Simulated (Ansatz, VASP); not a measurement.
**Li (Li(111)): VASP beside Ansatz**

Aim: how closely do two programs agree when they are given the same cell, functional and k mesh? Other levels of theory on this material are compared in a session of their own.

Calculated with Ansatz 0.2.0; plane waves, with VASP 6.6.1 beside it; single point at PBE.

### 1. Starting point

The cell holds 11 atoms: 11 Li. Its edges and angles: a = 4.936 Å, b = 4.936 Å, c = 28.075 Å, α = 90.0°, β = 90.0°, γ = 60.0°. Vacuum lies along c.

Coordinates:

```xyz
11
Lattice="4.9356 0.0000 0.0000 2.4678 4.2744 0.0000 0.0000 0.0000 28.0748" Properties=species:S:1:pos:R:3
Li    4.9356    2.8496    9.0000
Li    0.0000    0.0000   10.0075
Li    2.4678    1.4248   11.0150
Li    4.9356    2.8496   12.0224
Li    0.0000    0.0000   13.0299
Li    2.4678    1.4248   14.0374
Li    4.9356    2.8496   15.0449
Li    0.0000    0.0000   16.0523
Li    2.4678    1.4248   17.0598
Li    4.9356    2.8496   18.0673
Li    0.0000    0.0000   19.0748
```

### 2. VASP: single point, PBE

A single point gives forces, pressure and levels at one fixed geometry, so differences don't come from the geometry; what else differs is listed under the comparison.

Lines of VASP's logs that name or quote its potential files are left out, and so is its time.

Input file INCAR:

```
SYSTEM = Li
PREC = Normal
ENCUT = 350
EDIFF = 1E-06
NELM = 120
ISMEAR = 1
SIGMA = 0.1
LREAL = .FALSE.
ALGO = Normal
GGA = PE
NBANDS = 16
LORBIT = 11
LWAVE = .FALSE.
LCHARG = .FALSE.
KPAR = 4
IDIPOL = 3
LDIPOL = .TRUE.
DIPOL = 0.5 0.5 0.5
LVHAR = .TRUE.
LVACPOTAV = .TRUE.
```

Input file POSCAR:

```
Li
1.0
    4.9356053327      0.0000000000      0.0000000000
    2.4678026663      4.2743596012      0.0000000000
    0.0000000000      0.0000000000     28.0747621974
Li
11
Direct
    0.6666666667      0.6666666667      0.3205726174
    0.0000000000      0.0000000000      0.3564580939
    0.3333333333      0.3333333333      0.3923435704
    0.6666666667      0.6666666667      0.4282290470
    0.0000000000      0.0000000000      0.4641145235
    0.3333333333      0.3333333333      0.5000000000
    0.6666666667      0.6666666667      0.5358854765
    0.0000000000      0.0000000000      0.5717709530
    0.3333333333      0.3333333333      0.6076564296
    0.6666666667      0.6666666667      0.6435419061
    0.0000000000      0.0000000000      0.6794273826
```

Input file KPOINTS:

```
Automatic mesh
0
Gamma
6 6 1
0 0 0
```

PAW data sets: Li (PBE family, release 64).

Started as:

```bash
> mpirun -np 4 vasp_std
```

Numbers of over 12 decimals in the logs are rounded to 6 here.

Output:

```text
[banner, memory and clock lines left out]
running    4 mpi-ranks, on    1 nodes
 distrk:  each k-point on    1 cores,    4 groups
 distr:  one band on    1 cores,    1 groups

 POSCAR found type information on POSCAR Li
 POSCAR found :  1 types and      11 ions
 LDA part: xc-table for (Slater+PW92), standard interpolation
 POSCAR, INCAR and KPOINTS ok, starting setup
 FFT: planning ... GRIDC
 FFT: planning ... GRID_SOFT
 FFT: planning ... GRID
 WAVECAR not read
 entering main loop
       N       E                     dE             d eps       ncg     rms          rms(c)
DAV:   1    -0.487443121843E+01   -0.48744E+01   -0.18526E+03   224   0.274E+02
DAV:   2    -0.206539594045E+02   -0.15780E+02   -0.14509E+02   336   0.441E+01
DAV:   3    -0.215896765946E+02   -0.93572E+00   -0.92497E+00   304   0.110E+01
DAV:   4    -0.216362201552E+02   -0.46544E-01   -0.46537E-01   368   0.277E+00
DAV:   5    -0.216377533167E+02   -0.15332E-02   -0.15331E-02   336   0.430E-01    0.220E+00
DAV:   6    -0.198118642420E+02    0.18259E+01   -0.51860E+00   240   0.437E+00    0.130E+00
DAV:   7    -0.195952576478E+02    0.21661E+00   -0.89910E-01   296   0.204E+00    0.695E-01
DAV:   8    -0.194250336741E+02    0.17022E+00   -0.30718E-01   288   0.131E+00    0.317E-01
DAV:   9    -0.194251889627E+02   -0.15529E-03   -0.73465E-02   304   0.697E-01    0.163E-01
DAV:  10    -0.194110360206E+02    0.14153E-01   -0.49778E-02   320   0.469E-01    0.121E-01
DAV:  11    -0.194148784540E+02   -0.38424E-02   -0.56641E-03   272   0.189E-01    0.496E-02
DAV:  12    -0.194167291809E+02   -0.18507E-02   -0.15912E-03   256   0.112E-01    0.307E-02
DAV:  13    -0.194184866534E+02   -0.17575E-02   -0.11232E-03   256   0.793E-02    0.177E-02
DAV:  14    -0.194190004163E+02   -0.51376E-03   -0.38816E-04   248   0.505E-02    0.969E-03
DAV:  15    -0.194194182712E+02   -0.41785E-03   -0.15108E-04   240   0.319E-02    0.324E-03
DAV:  16    -0.194194577740E+02   -0.39503E-04   -0.17666E-05   288   0.128E-02    0.235E-03
DAV:  17    -0.194194864391E+02   -0.28665E-04   -0.11140E-05   272   0.721E-03    0.768E-04
DAV:  18    -0.194195001587E+02   -0.13720E-04   -0.12807E-06   296   0.275E-03    0.591E-04
DAV:  19    -0.194195252541E+02   -0.25095E-04   -0.20341E-06   240   0.245E-03    0.272E-04
DAV:  20    -0.194195306857E+02   -0.54316E-05   -0.33149E-07   232   0.111E-03    0.207E-04
DAV:  21    -0.194195349101E+02   -0.42243E-05   -0.40818E-07   208   0.917E-04    0.388E-05
DAV:  22    -0.194195350783E+02   -0.16824E-06   -0.97296E-09   264   0.295E-04
|                                                                             |
|           W    W    AA    RRRRR   N    N  II  N    N   GGGG   !!!           |
|           W    W   A  A   R    R  NN   N  II  NN   N  G    G  !!!           |
|           W    W  A    A  R    R  N N  N  II  N N  N  G       !!!           |
|           W WW W  AAAAAA  RRRRR   N  N N  II  N  N N  G  GGG   !            |
|           WW  WW  A    A  R   R   N   NN  II  N   NN  G    G                |
|           W    W  A    A  R    R  N    N  II  N    N   GGGG   !!!           |
|                                                                             |
|     Did not find any points to average over, which means that no vacuum     |
|     field-free region was found. Please increase the size of  your cell     |
|     in the dimension of the dipole correction to obtain accurate            |
|     workfunction values.                                                    |
|                                                                             |

   1 F= -.19419535E+02 E0= -.19419423E+02  d E =-.336194E-03
```

From OUTCAR (step 2):

```text
ion  position               nearest neighbor table
   1  0.667  0.667  0.321-   2 3.02   2 3.02   2 3.02   4 3.02
   2  0.000  0.000  0.356-   1 3.02   3 3.02   1 3.02   3 3.02   1 3.02   3 3.02   5 3.02
   3  0.333  0.333  0.392-   2 3.02   2 3.02   2 3.02   4 3.02   4 3.02   6 3.02   4 3.02
   4  0.667  0.667  0.428-   7 3.02   5 3.02   5 3.02   5 3.02   3 3.02   3 3.02   1 3.02   3 3.02

  LATTYP: Found a hexagonal cell.
 ALAT       =     4.9356053327
 C/A-ratio  =     5.6882105243

 Subroutine GETGRP returns: Found 12 space group operations
 (whereof  6 operations were pure point group operations)

The static configuration has the point symmetry C_3v.
 The point group associated with its full space group is D_3d.

 Found      7 irreducible k-points:

   k-points           NKPTS =      7   k-points in BZ     NKDIM =      7   number of bands    NBANDS=     16

   dimension x,y,z NGX =    24 NGY =   24 NGZ =  128
   dimension x,y,z NGXF=    48 NGYF=   48 NGZF=  256

   ENCUT  =  350.0 eV  25.72 Ry    5.07 a.u.   7.53  7.53 42.83*2*pi/ulx,y,z

   NELECT =      11.0000    total number of electrons

 k-points in reciprocal lattice and weights: Automatic mesh
   0.00000000  0.00000000  0.00000000       0.028
   0.16666667  0.00000000  0.00000000       0.167
   0.33333333  0.00000000  0.00000000       0.167
   0.50000000  0.00000000  0.00000000       0.083
   0.33333333  0.16666667  0.00000000       0.167
   0.50000000  0.16666667  0.00000000       0.333
  -0.33333333  0.33333333  0.00000000       0.056

 dipolmoment           0.000000      0.000000      0.000000 electrons x Angstroem

 average (electrostatic) potential at core
       1 -33.6112       2 -32.9311       3 -32.6087       4 -32.5020       5 -32.5500
       6 -32.5426       7 -32.5500       8 -32.5020       9 -32.6087      10 -32.9311
      11 -33.6112

 E-fermi :  -1.4392

 k-point     1 :       0.0000    0.0000    0.0000
  band No.  band energies     occupation
      1      -4.8576      2.00000
      2      -4.3693      2.00000
      3      -3.5535      2.00000
      4      -2.5502      2.00000
      5      -1.5221      1.99421
      6      -0.4314     -0.00000
      7       0.6547      0.00000
      8       0.9161      0.00000
      9       0.9161      0.00000
     10       1.0012      0.00000
    ...

 k-point     2 :       0.1667    0.0000    0.0000
  band No.  band energies     occupation
      1      -4.6840      2.00000
      2      -4.1946      2.00000
      3      -3.3769      2.00000
      4      -2.3712      2.00000
      5      -1.3518     -0.01292
      6      -0.5886     -0.00000
      7      -0.3476     -0.00000
      8      -0.1542     -0.00000
      9      -0.0117     -0.00000
    ...

 k-point     3 :       0.3333    0.0000    0.0000
  band No.  band energies     occupation
    ...
      2      -3.6706      2.00000
      3      -2.8501      2.00000
      4      -2.0882      2.00000
      5      -1.8473      2.00000
      6      -1.5876      2.05668
      7      -1.0064     -0.00000
      8      -0.8250     -0.00000
      9      -0.5922     -0.00000
     10      -0.2262     -0.00000
     11       0.2036     -0.00000
    ...

  Total       -1.2958035     -1.2958035     -1.3341005      0.0000000      0.0000000      0.0000000
  in kB       -3.5052756     -3.5052756     -3.6088728      0.0000000      0.0000000      0.0000000
  external PRESSURE =      -3.5398080 kB  Pullay stress =       0.0000000 kB

  energy-cutoff  :      350.00
  volume of cell :      592.28
      direct lattice vectors                 reciprocal lattice vectors
     4.935605333  0.000000000  0.000000000     0.202609393 -0.116976588  0.000000000
     2.467802666  4.274359601  0.000000000     0.000000000  0.233953175  0.000000000
     0.000000000  0.000000000 28.074762197     0.000000000  0.000000000  0.035619180

 POSITION                                       TOTAL-FORCE (eV/Angst)
 -----------------------------------------------------------------------------------
      4.93561      2.84957      9.00000         0.000000     -0.000000      0.064545
      0.00000      0.00000     10.00748        -0.000000      0.000000      0.202199
      2.46780      1.42479     11.01495         0.000000      0.000000     -0.100136
      4.93561      2.84957     12.02243         0.000000      0.000000     -0.091792
      0.00000      0.00000     13.02990        -0.000000      0.000000      0.013197
      2.46780      1.42479     14.03738         0.000000      0.000000     -0.000000
      4.93561      2.84957     15.04486         0.000000      0.000000     -0.013197
      0.00000      0.00000     16.05233        -0.000000      0.000000      0.091792
      2.46780      1.42479     17.05981        -0.000000      0.000000      0.100136
      4.93561      2.84957     18.06729         0.000000     -0.000000     -0.202199
      0.00000      0.00000     19.07476        -0.000000      0.000000     -0.064545
 -----------------------------------------------------------------------------------
    total drift:                                0.000000      0.000000      0.000000

  FREE ENERGIE OF THE ION-ELECTRON SYSTEM (eV)
  ---------------------------------------------------
  free  energy   TOTEN  =       -19.4195350783 eV

  energy  without entropy=      -19.4191988843  energy(sigma->0) =      -19.41942301

 vacuum level on the upper side and lower side of the slab         1.316         1.316

 total charge
# of ion       s       p       d       tot
------------------------------------------
    1        0.108   0.051   0.000   0.159
    2        0.116   0.079   0.000   0.196
    3        0.106   0.092   0.000   0.199
    4        0.109   0.098   0.000   0.207
    5        0.110   0.095   0.000   0.205
    6        0.108   0.098   0.000   0.206
    7        0.110   0.095   0.000   0.205
    8        0.109   0.098   0.000   0.207
    9        0.106   0.092   0.000   0.199
   10        0.116   0.079   0.000   0.196
   11        0.108   0.051   0.000   0.159
--------------------------------------------------
tot          1.207   0.929   0.000   2.137

[... 3 further parts left out ...]
```

### 3. Ansatz: single point, PBE

Ansatz runs on its default PAW (the set named soft_2) files.

The same cell, functional, mesh and smearing now go to Ansatz, which takes its cutoff from its data sets.

Input file input.yaml:

```yaml
crystal:
  lattice:
    - [4.9356053327, 0.0, 0.0]
    - [2.4678026663, 4.2743596012, 0.0]
    - [0.0, 0.0, 28.0747621974]
  atoms:
    - { symbol: Li, position: [0.6666666667, 0.6666666667, 0.3205726174] }
    - { symbol: Li, position: [0.0, 0.0, 0.3564580939] }
    - { symbol: Li, position: [0.3333333333, 0.3333333333, 0.3923435704] }
    - { symbol: Li, position: [0.6666666667, 0.6666666667, 0.428229047] }
    - { symbol: Li, position: [0.0, 0.0, 0.4641145235] }
    - { symbol: Li, position: [0.3333333333, 0.3333333333, 0.5] }
    - { symbol: Li, position: [0.6666666667, 0.6666666667, 0.5358854765] }
    - { symbol: Li, position: [0.0, 0.0, 0.571770953] }
    - { symbol: Li, position: [0.3333333333, 0.3333333333, 0.6076564296] }
    - { symbol: Li, position: [0.6666666667, 0.6666666667, 0.6435419061] }
    - { symbol: Li, position: [0.0, 0.0, 0.6794273826] }
hamiltonian:
  xc: pbe
  pseudopotentials: { kind: paw }
kpoints:
  mp_grid: { grid: [6, 6, 1] }
scf:
  occupations: { method: methfessel_paxton, width: 0.1 }
  n_extra_bands: 6
efield:
  axis: 3
  dipole_correction: true
  ramp_width: 0.04
output:
  forces: true
  eigenvalues: true
```

Started as:

```bash
> ansatz run input.yaml --threads 4 --pin off --max-ram 9216MiB --backend cpu --events-out ev --progress --plain --runs-dir out
```

Output:

```text
scf.n_extra_bands = 6 over 17 filled bands (N_el = 33.0): the run solves 23 bands
Engine: ansatz 0.2.0, aarch64-unknown-linux-gnu
Pseudopotentials: kind: paw
Pseudopotential: Li, paw, valence charge 3, recommended cutoff 420 eV (normal), Li.paw.azcp
Functional definition: PBE
  parameter kappa = 0.804
  parameter beta = 0.066725
  exchange = pbe_x(kappa = kappa, mu = beta*pi^2/3)
  correlation = pbe_c(beta = beta)
Crystal: 11 atoms, lattice volume = 592.281 Å³
Basis set: ecut = 420 eV, 11595 PW (Γ), exchange–correlation on 72×72×384 points (8 copies of the dense FFT grid, shifted against one another)
Bands: 23, of which v1, the nominal top of the filled ones, is band 17 counted from 1 (16 counted from 0)
Symmetry: 6 space group operations
k-points: 7 of 36 (time reversal used)
Non-local potential: Li, projectors of the file, l = 0: 3, l = 1: 2, l = 2: 1
PAW form: soft (Blöchl's): semilocal exchange-correlation on the pseudo side does not see the compensation charge
PAW one-centre angular grid: Li, 110 points (default); XC on 64 Gauss nodes
Initial density: superposition of atomic densities (neutral atoms: chi_scale 0, normalization atom), corrected by the library's trained network
Initial wavefunctions: pseudopotential atomic-orbital guess
Functional: x = pbe(κ = 0.804, μ = 0.219515), c = pbe(β = 0.066725)
SCF iter   1: F=—  HF=-2250.070034 eV  |F-HF|=—  |Δ(HF+E_count)|=         —  Δρ=5.42e-4  dr2=4.22e-2  ethr=1.77e-3  p=-0.000 e·Å  D=-4.50e-15 V/Å  ΔV_dip=0.00 eV  dr2_dipole=2.37e-7  V_vac-E_F(+/−)=2.69/2.69 eV  ⟨swp⟩=13.6  Hψ=1203  notcnv=0
efield: sawtooth ramp at fractional position 0.9800 (placed from the atoms, in the widest stretch of the axis that holds none; the zero of the levels goes with the place), width 0.0400; the density the first Hamiltonian is built on has a dipole p = -0.000 e·Å; the dipole correction subtracts the counter field D = -4.50e-15 V/Å, which shifts the + side's vacuum level by +0.00 eV against the − side's; the planar-averaged density in the ramp window peaks in size at 3.7e-7 e/Å³
preconditioner: auto → LDOS  [insulator: Δε(μ)=0.082 eV  Ē_g=2.393 eV  σ=0.100 eV  W_gap=0.62  n_scr=56 (ndim 8)  ℏωp=5.1 eV  f_vac=0.499  D(μ)=6.93/eV (n_scr^D=12)  ε∞_Penn≈5.5  β→1.0]
SCF iter   2: F=—  HF=-2250.074957 eV  |F-HF|=—  |Δ(HF+E_count)|=   4.92e-3  S|Δr|=    0.00e0  Δρ=2.83e-4  dr2=3.89e-3  ethr=1.28e-4  p=0.000 e·Å  D=6.86e-6 V/Å  ΔV_dip=-0.00 eV  dr2_dipole=7.32e-8  V_vac-E_F(+/−)=2.74/2.75 eV  ⟨swp⟩=1.1  Hψ=218  notcnv=0  defer=3
SCF iter   3: F=—  HF=-2250.074715 eV  |F-HF|=—  |Δ(HF+E_count)|=   2.42e-4  S|Δr|=    0.00e0  Δρ=9.21e-5  dr2=2.65e-4  ethr=1.18e-5  p=0.000 e·Å  D=9.06e-6 V/Å  ΔV_dip=-0.00 eV  dr2_dipole=3.43e-8  V_vac-E_F(+/−)=2.74/2.74 eV  ⟨swp⟩=1.6  Hψ=166  notcnv=0  defer=3
SCF iter   4: F=—  HF=-2250.074760 eV  |F-HF|=—  |Δ(HF+E_count)|=   4.50e-5  S|Δr|=    0.00e0  Δρ=2.32e-5  dr2=8.80e-6  ethr=8.04e-7  p=0.000 e·Å  D=6.90e-6 V/Å  ΔV_dip=-0.00 eV  dr2_dipole=5.97e-10  V_vac-E_F(+/−)=2.75/2.75 eV  ⟨swp⟩=2.0  Hψ=190  notcnv=0  defer=3
SCF iter   5: F=—  HF=-2250.074789 eV  |F-HF|=—  |Δ(HF+E_count)|=   2.94e-5  S|Δr|=    0.00e0  Δρ=6.21e-6  dr2=7.93e-7  ethr=2.67e-8  p=0.000 e·Å  D=2.45e-6 V/Å  ΔV_dip=-0.00 eV  dr2_dipole=1.55e-9  V_vac-E_F(+/−)=2.75/2.75 eV  ⟨swp⟩=2.0  Hψ=199  notcnv=0  defer=3
SCF iter   6: F=-2250.074790 eV  HF=-2250.074790 eV  |F-HF|=1.37e-9  |Δ(HF+E_count)|=   5.42e-7  S|Δr|=    0.00e0  Δρ=1.55e-6  dr2=7.89e-8  ethr=3.03e-10  p=0.000 e·Å  D=1.11e-6 V/Å  ΔV_dip=-0.00 eV  dr2_dipole=2.95e-10  V_vac-E_F(+/−)=2.75/2.75 eV  ⟨swp⟩=12.3  Hψ=781  notcnv=0
SCF 1 converged in 6 iterations: F = -2250.074790 eV  dr2 = 7.89e-8
  greatest PAW one-centre occupation: 1.000 electrons in one spin orbital (limit 2), on the Li atom at site 10 (counted from 0), in its partial waves of l = 0
SCF converged after 6 iterations
Stability not checked: this state was not tested for a lower state beside it, because cold or Methfessel-Paxton smearing, or corrected tetrahedra, fill the levels in a way that the test cannot read (fill_not_monotonic; see scf.lower_state_search)
Free energy (F): -2250.074790 eV
Harris-Foulkes:  -2250.074790 eV  (|F-HF|=1.37e-9)
Internal energy: -2250.074504 eV  (E = F + TS)
E sigma→0 (E₀):  -2250.074718 eV
Entropy (-TS):   -0.000285 eV (-0.026 meV/atom)
Fermi energy:    -1.203590 eV
Dipole field:    D = 0.000015 V/Å  (p = 0.000048 e·Å, saw-weighted, corrected)
Work function:   Φ+ = 2.7533 eV   Φ− = 2.7537 eV
Levels:          The Fermi level and band energies are counted from a zero that moves with the ramp; work functions are not
--- Per-component energies (eV) ---
  E_band       = -1087.132483
  E_kinetic    = 229.063521
  E_local      = -9470.302389  (includes V_loc(G=0)·N_el)
  E_nonlocal   = -366.085161
  E_hartree    = 4398.966873
  E_xc         = -107.954955
  E_vxc        = -138.877661  (∫ρ·V_xc dr)
  E_paw        = -230.959760  (= ΣΔE_a)
  E_vpaw       = -138.888840  (= ΣTr[D̂ρ^β])
  E_aug_tail   = 0.000159  (compensation charges beyond the density's cutoff)
  E_efield     = 0.000000  (sawtooth field / dipole correction)
  E_vefield    = 0.000000  (∫n·V_field dr)
  E_ewald      = 3297.197208
  E_smearing   = -0.000285  (= −TS)
  E_closure    = 0.000000  (closes the sum)
  Σ components = -2250.074790   (vs F -2250.074790, Δ=0.00e0)
--- Forces (eV/Å), atoms counted from 1 ---
  atom   1  Li    -0.00000000     0.00000000     0.06704791
  atom   2  Li     0.00000000     0.00000000     0.20483641
  atom   3  Li    -0.00000000    -0.00000000    -0.09869714
  atom   4  Li    -0.00000000    -0.00000000    -0.09166636
  atom   5  Li    -0.00000000     0.00000000     0.01374969
  atom   6  Li    -0.00000000    -0.00000000    -0.00000717
  atom   7  Li     0.00000000    -0.00000000    -0.01376304
  atom   8  Li     0.00000000     0.00000000     0.09165649
  atom   9  Li     0.00000000     0.00000000     0.09870051
  atom  10  Li    -0.00000000    -0.00000000    -0.20482441
  atom  11  Li     0.00000000    -0.00000000    -0.06703598
  max |Σ_I F_I| component: 3.08e-6 eV/Å
--- Band table (eV; the first three rows and the last of 7) ---
  k-point 0: bands = [... 13 lower, -3.3175, -2.3137, -1.2852, -0.1945, 0.8884, 1.1529, 1.1529, 1.2383, ... 2 higher]
  k-point 1: bands = [... 13 lower, -3.1411, -2.1349, -1.1150, -0.3529, -0.1109, 0.0819, 0.2241, 0.6713, ... 2 higher]
  k-point 2: bands = [... 13 lower, -2.6148, -1.8533, -1.6113, -1.3531, -0.7703, -0.5895, -0.3559, 0.0093, ... 2 higher]
  k-point 6: bands = [... 13 lower, -2.5291, -2.0976, -2.0976, -1.9681, -1.2633, -1.2633, -1.1476, -0.4977, ... 2 higher]
```

Elapsed: 2.4 s, on 4 threads of Arm Neoverse V1, shared host; peak memory 0.62 GiB.

### 4. Side by side

Known differences besides the potentials themselves: the data sets hold 33 valence electrons in Ansatz (default PAW (the set named soft_2) files) and 11 in VASP; the cutoff is 420 eV in Ansatz and 350 eV in VASP (PREC = Normal); VASP leaves aspherical gradient terms in its spheres out (LASPH is not set), Ansatz keeps them. Total energies have different zeros and are not compared.

Compared:

```csv
quantity,Ansatz,VASP,difference
"work function, lower of the two faces (eV)",2.75,2.76,0.00
"work function, higher of the two faces (eV)",2.75,2.76,0.00
```

Forces on 7 of the 11 atoms, those with the largest forces and the largest differences (eV/Å; atoms numbered as in POSCAR):

```csv
atom,"Ansatz x, y, z","VASP x, y, z"
Li1,"0.000, 0.000, 0.067","0.000, 0.000, 0.065"
Li2,"0.000, 0.000, 0.205","0.000, 0.000, 0.202"
Li3,"0.000, 0.000, -0.099","0.000, 0.000, -0.100"
Li4,"0.000, 0.000, -0.092","0.000, 0.000, -0.092"
Li8,"0.000, 0.000, 0.092","0.000, 0.000, 0.092"
Li9,"0.000, 0.000, 0.099","0.000, 0.000, 0.100"
Li10,"0.000, 0.000, -0.205","0.000, 0.000, -0.202"
```

The forces differ by 1.0 meV/Å r.m.s., which is 1.6 % of the r.m.s. force of 0.06 eV/Å (both taken over all components). VASP's log warns that it found no field-free region in the vacuum, so its work functions are uncertain.

### 5. What came out

* r.m.s. force difference (single point, PBE): 0.97 meV/Å

In words: The r.m.s. force difference is 0.97 meV/Å (single point, PBE), within the 12 meV/Å picked in this series as the mark of a large difference. 3 further runs of this series are not shown here. How closely two codes agree says nothing of how well the functional describes the real material.

[Lines on the potential files, build, host, timing and source positions are cut from VASP's logs without a mark.]

[Logs are printed without paths, hosts, clocks, repeated set-up lines and the standing remarks that a program may print on its own settings, such as how far it seeks lower states.]

[Hosts, paths, dates, database ids (printed as entryN), source tags and the programs' standing remarks are cut or masked in the printed files.]
